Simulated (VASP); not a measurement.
These are RPBE GGA, VASP's PBE PAW potentials (set 64) (plane waves; VASP) values and carry that method's errors.

A VASP calculation is set up with these files.

File POSCAR:
```
MoTe2
1
    1.7956072472    -3.1100825393     0.0000000000
    1.7956072472     3.1100825393     0.0000000000
    0.0000000000     0.0000000000    17.9325871286
Te Mo
4 2
Direct
  0.3333330000   0.6666670000   0.8508722958
  0.6666670000   0.3333330000   0.3508722958
  0.6666670000   0.3333330000   0.1491277042
  0.3333330000   0.6666670000   0.6491277042
  0.3333330000   0.6666670000   0.2500000000
  0.6666670000   0.3333330000   0.7500000000
```

KPOINTS:
```
K-points
0
gamma
 7 7 2
0 0 0
```

INCAR:
```
LREAL=.FALSE.   # projection in real space or not
ALGO=Normal   # blocked Davidson
ISIF=4
LMAXMIX=4   # l cut-off of mixed one-centre charges
SIGMA=0.05   # width (eV)
LCHARG=.FALSE.
GGA=RP
ENCUT=520
NELM=100
LWAVE=.FALSE.
NSW=30   # most ionic steps
ISMEAR=0
EDIFFG=-0.01   # ionic stop
IBRION=2   # conjugate gradients
PREC=Accurate
SYSTEM=MoTe2
EDIFF=1E-7   # SCF stop (eV)
LASPH=.TRUE.
```

POTCAR, in this order: Te Mo_sv (PBE.64 set). Program: vasp_std.

The resulting files:

File OUTCAR:
```
 ion  position               nearest neighbor table
   1  0.333  0.667  0.851-   6 2.75   6 2.75   6 2.75   4 3.62
   2  0.667  0.333  0.351-   5 2.75   5 2.75   5 2.75   3 3.62
   3  0.667  0.333  0.149-   5 2.75   5 2.75   5 2.75   2 3.62
   4  0.333  0.667  0.649-   6 2.75   6 2.75   6 2.75   1 3.62
   5  0.333  0.667  0.250-   2 2.75   3 2.75   2 2.75   3 2.75   2 2.75   3 2.75
   6  0.667  0.333  0.750-   1 2.75   4 2.75   1 2.75   4 2.75   1 2.75   4 2.75
  LATTYP: Found a hexagonal cell.
 ALAT       =     3.5912141105
 C/A-ratio  =     4.9934608678
 Subroutine PRICEL returns:
 Original cell was already a primitive cell.
 Subroutine GETGRP returns: Found 24 space group operations
The static configuration has the point symmetry D_3d.
 The point group associated with its full space group is D_6h.
The dynamic configuration has the point symmetry D_3d.
 Subroutine INISYM returns: Found 24 space group operations
 Subroutine IBZKPT returns following result:
 Found     16 irreducible k-points:

 Following reciprocal coordinates:
            Coordinates               Weight
  0.000000  0.000000  0.000000      1.000000
  0.142857 -0.000000  0.000000      6.000000
  0.285714  0.000000  0.000000      6.000000
  0.428571 -0.000000  0.000000      6.000000
  0.142857  0.142857  0.000000      6.000000
  0.285714  0.142857  0.000000     12.000000
  0.428571  0.142857  0.000000      6.000000
  0.285714  0.285714  0.000000      6.000000
  0.000000  0.000000  0.500000      1.000000
  0.142857 -0.000000  0.500000      6.000000
  0.285714  0.000000  0.500000      6.000000
  0.428571 -0.000000  0.500000      6.000000
  0.142857  0.142857  0.500000      6.000000
  0.285714  0.142857  0.500000     12.000000
  0.428571  0.142857  0.500000      6.000000
  0.285714  0.285714  0.500000      6.000000
   k-points           NKPTS =     16   k-points in BZ     NKDIM =     16   number of bands    NBANDS=     31
   number of dos      NEDOS =    301   number of ions     NIONS =      6
...
```

### OSZICAR
```
       N       E                     dE             d eps       ncg     rms          rms(c)
DAV:   1     0.389202724132E+03    0.38920E+03   -0.26793E+04  1208   0.145E+03
DAV:   2    -0.114781084074E+02   -0.40068E+03   -0.39375E+03  1283   0.325E+02
DAV:   3    -0.340597105014E+02   -0.22582E+02   -0.22355E+02  1232   0.657E+01
DAV:   4    -0.349076716307E+02   -0.84796E+00   -0.84508E+00  1372   0.122E+01
DAV:   5    -0.349311942605E+02   -0.23523E-01   -0.23509E-01  1371   0.207E+00    0.195E+01
DAV:   6    -0.342873680610E+02    0.64383E+00   -0.11092E+01  1120   0.158E+01    0.900E+00
DAV:   7    -0.340975137330E+02    0.18985E+00   -0.10380E+01  1099   0.130E+01    0.657E+00
DAV:   8    -0.336653359530E+02    0.43218E+00   -0.16716E+00  1243   0.609E+00    0.264E+00
DAV:   9    -0.336565920090E+02    0.87439E-02   -0.39868E-01  1307   0.277E+00    0.110E+00
DAV:  10    -0.336475477634E+02    0.90442E-02   -0.55033E-02  1389   0.115E+00    0.295E-01
DAV:  11    -0.336479459021E+02   -0.39814E-03   -0.43793E-03  1160   0.376E-01    0.986E-02
DAV:  12    -0.336479989630E+02   -0.53061E-04   -0.32116E-04  1324   0.950E-02    0.432E-02
DAV:  13    -0.336479915054E+02    0.74576E-05   -0.53865E-04  1146   0.137E-01    0.202E-02
DAV:  14    -0.336480005000E+02   -0.89945E-05   -0.38436E-05  1257   0.331E-02    0.824E-03
DAV:  15    -0.336480037799E+02   -0.32800E-05   -0.39527E-06  1116   0.125E-02    0.531E-03
DAV:  16    -0.336480044708E+02   -0.69087E-06   -0.21955E-06  1060   0.111E-02    0.360E-03
DAV:  17    -0.336480045252E+02   -0.54337E-07   -0.11182E-07   898   0.230E-03
   1 F= -.33648005E+02 E0= -.33648005E+02  d E =-.336480E+02
       N       E                     dE             d eps       ncg     rms          rms(c)
DAV:   1    -0.336484634791E+02   -0.45901E-03   -0.16399E-02  1041   0.808E-01    0.159E-01
DAV:   2    -0.336482230717E+02    0.24041E-03   -0.10845E-03  1234   0.164E-01    0.692E-02
DAV:   3    -0.336481672251E+02    0.55847E-04   -0.18994E-04  1286   0.690E-02    0.253E-02
DAV:   4    -0.336481455076E+02    0.21717E-04   -0.11129E-04  1325   0.450E-02    0.345E-02
DAV:   5    -0.336481374440E+02    0.80637E-05   -0.36020E-05  1322   0.249E-02    0.458E-03
DAV:   6    -0.336481364765E+02    0.96742E-06   -0.36358E-06  1292   0.830E-03    0.407E-03
DAV:   7    -0.336481362936E+02    0.18294E-06   -0.64723E-07  1053   0.448E-03    0.156E-03
DAV:   8    -0.336481362422E+02    0.51396E-07   -0.54305E-08   806   0.134E-03
   2 F= -.33648136E+02 E0= -.33648136E+02  d E =-.131717E-03
       N       E                     dE             d eps       ncg     rms          rms(c)
DAV:   1    -0.336495201018E+02   -0.13838E-02   -0.62530E-02   992   0.158E+00    0.311E-01
DAV:   2    -0.336486080701E+02    0.91203E-03   -0.41556E-03  1178   0.321E-01    0.137E-01
DAV:   3    -0.336483941928E+02    0.21388E-03   -0.74771E-04  1251   0.136E-01    0.496E-02
DAV:   4    -0.336483093378E+02    0.84855E-04   -0.43123E-04  1291   0.886E-02    0.676E-02
DAV:   5    -0.336482773876E+02    0.31950E-04   -0.13554E-04  1307   0.484E-02    0.872E-03
DAV:   6    -0.336482732566E+02    0.41309E-05   -0.14359E-05  1255   0.164E-02    0.802E-03
DAV:   7    -0.336482724183E+02    0.83828E-06   -0.24798E-06  1046   0.877E-03    0.297E-03
DAV:   8    -0.336482723022E+02    0.11613E-06   -0.21894E-07   974   0.261E-03    0.124E-03
DAV:   9    -0.336482722570E+02    0.45198E-07   -0.88863E-08   799   0.216E-03
   3 F= -.33648272E+02 E0= -.33648272E+02  d E =-.267732E-03
       N       E                     dE             d eps       ncg     rms          rms(c)
DAV:   1    -0.336484289234E+02   -0.15662E-03   -0.73927E-03  1020   0.543E-01    0.107E-01
DAV:   2    -0.336483209037E+02    0.10802E-03   -0.48751E-04  1185   0.110E-01    0.464E-02
DAV:   3    -0.336482956531E+02    0.25251E-04   -0.85672E-05  1251   0.464E-02    0.171E-02
DAV:   4    -0.336482859560E+02    0.96970E-05   -0.50214E-05  1304   0.302E-02    0.231E-02
DAV:   5    -0.336482823861E+02    0.35700E-05   -0.16311E-05  1301   0.168E-02    0.308E-03
DAV:   6    -0.336482819685E+02    0.41760E-06   -0.16645E-06  1136   0.560E-03    0.277E-03
DAV:   7    -0.336482818907E+02    0.77782E-07   -0.30780E-07   975   0.322E-03
   4 F= -.33648282E+02 E0= -.33648282E+02  d E =-.277366E-03
       N       E                     dE             d eps       ncg     rms          rms(c)
DAV:   1    -0.336483654069E+02   -0.83438E-04   -0.65475E-03  1013   0.382E-01    0.855E-02
DAV:   2    -0.336483646686E+02    0.73838E-06   -0.28799E-04  1097   0.775E-02    0.285E-02
DAV:   3    -0.336483626883E+02    0.19802E-05   -0.14668E-05  1243   0.214E-02    0.147E-02
DAV:   4    -0.336483632358E+02   -0.54750E-06   -0.14361E-05  1248   0.155E-02    0.144E-02
DAV:   5    -0.336483630240E+02    0.21186E-06   -0.71759E-06  1251   0.116E-02    0.262E-03
DAV:   6    -0.336483629786E+02    0.45408E-07   -0.42561E-07  1025   0.341E-03
   5 F= -.33648363E+02 E0= -.33648363E+02  d E =-.810879E-04
```

OUTCAR:
```
------------------------ aborting loop because EDIFF is reached ----------------------------------------
  FORCE on cell =-STRESS in cart. coord.  units (eV):
  Direction    XX          YY          ZZ          XY          YZ          ZX
  --------------------------------------------------------------------------------------
  Total        0.1116935      0.1116934      0.0860703      0.0000000      0.0000000     -0.0000000
  in kB        0.8934745      0.8934742      0.6885058      0.0000000      0.0000000     -0.0000000
  external PRESSURE =       0.8251515 kB  Pullay stress =       0.0000000 kB
  volume of cell :      200.29
      direct lattice vectors                 reciprocal lattice vectors
     1.792921540 -3.105430762 -0.000000000     0.278874445 -0.161008259  0.000000000
     1.792921540  3.105430762  0.000000000     0.278874445  0.161008259  0.000000000
    -0.000000000  0.000000000 17.986351596     0.000000000 -0.000000000  0.055597712
 POSITION                                       TOTAL-FORCE (eV/Angst)
 -----------------------------------------------------------------------------------
      1.79292      1.03515     15.30002         0.000000     -0.000000     -0.007214
      1.79292     -1.03515      6.30685         0.000000     -0.000000     -0.007214
      1.79292     -1.03515      2.68633         0.000000     -0.000000      0.007214
      1.79292      1.03515     11.67950         0.000000      0.000000      0.007214
      1.79292      1.03515      4.49659        -0.000000      0.000000      0.000000
      1.79292     -1.03515     13.48976        -0.000000     -0.000000      0.000000
 -----------------------------------------------------------------------------------
    total drift:                               -0.000000      0.001749     -0.000023
  FREE ENERGIE OF THE ION-ELECTRON SYSTEM (eV)
  ---------------------------------------------------
  free  energy   TOTEN  =       -33.6483629786 eV

  energy  without entropy=      -33.6483629786  energy(sigma->0) =      -33.64836298

 reached required accuracy - stopping structural energy minimisation
```
(Selected blocks of OUTCAR.)

### CONTCAR
```
MoTe2
   1.00000000000000
     1.7929215398874163   -3.1054307616436341   -0.0000000000000000
     1.7929215398874163    3.1054307616436341    0.0000000000000000
    -0.0000000000000000    0.0000000000000000   17.9863515958087739
  Te              Mo
     4     2
Direct
     0.3333330000000032    0.6666669999999968    0.8506463259622814
     0.6666669999999968    0.3333330000000032    0.3506463259622815
     0.6666669999999968    0.3333330000000032    0.1493536740377185
     0.3333330000000032    0.6666669999999968    0.6493536740377186
     0.3333330000000032    0.6666669999999968    0.2500000000000000
     0.6666669999999968    0.3333330000000032    0.7500000000000000
```

Without a dispersion term in the relaxation, distances and binding between the weakly bound layers, chains or molecules are unreliable, and so is what depends on them.

The compound is MoTe2 in the 2H layered structure. This run relaxes it. Symmetry was kept, so distortions that lower it aren't found.
